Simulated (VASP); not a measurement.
Input:

```
CELL_PARAMETERS angstrom
      5.30503     0.00000     0.00000
     -2.65251     4.59429     0.00000
      0.00000     0.00000     4.15928
ATOMIC_POSITIONS crystal
  Mo 0.50000 0.00000 0.00000
  Mo 0.50000 0.50000 0.00000
  Mo 0.00000 0.50000 0.00000
  Si 0.00000 0.00000 0.00000
  Si 0.33333 0.66667 0.50000
  Si 0.66667 0.33333 0.50000
```

These are PBEsol GGA, VASP's PBE PAW potentials (set 64) (plane waves; VASP) values and carry that method's errors. Settings: 400 eV cut-off, Gaussian smearing of 0.050 eV, potentials Mo_sv Si.

Task: Give the energies of bands 18 to 31 at the high-symmetry points, in eV from the Fermi level.

Result: 
| band | Γ | M | K | A | L | H |
|---|---|---|---|---|---|---|
| 18 | -4.62 | -4.61 | -4.19 | -3.68 | -4.30 | -4.62 |
| 19 | -4.62 | -3.67 | -4.16 | -3.58 | -3.53 | -3.73 |
| 20 | -3.17 | -3.52 | -4.16 | -3.58 | -3.27 | -3.73 |
| 21 | -3.17 | -2.79 | -2.75 | -2.42 | -3.04 | -2.93 |
| 22 | -2.24 | -2.57 | -2.75 | -1.91 | -2.29 | -2.93 |
| 23 | -2.24 | -2.43 | -2.64 | -1.91 | -1.63 | -2.42 |
| 24 | -2.07 | -2.08 | -2.60 | -0.86 | -1.57 | -1.23 |
| 25 | -2.07 | -1.49 | -0.87 | -0.86 | -1.30 | -1.23 |
| 26 | -1.74 | -0.96 | -0.87 | -0.63 | -1.11 | -0.45 |
| 27 | 1.07 | -0.48 | -0.41 | -0.61 | -0.59 | -0.09 |
| 28 | 1.07 | -0.36 | -0.41 | -0.03 | -0.47 | -0.08 |
| 29 | 1.62 | 1.33 | 0.51 | -0.03 | -0.04 | 0.28 |
| 30 | 1.65 | 1.67 | 2.14 | 1.23 | 0.41 | 0.28 |
| 31 | 1.65 | 2.06 | 2.73 | 1.23 | 1.08 | 0.38 |

It has no gap at this level: it comes out as a metal or semimetal.

The structure was generated: SiMo was put into the CoSn type (P6/mmm), which need not be its known phase. It was relaxed first, which changed the volume by -12 %.
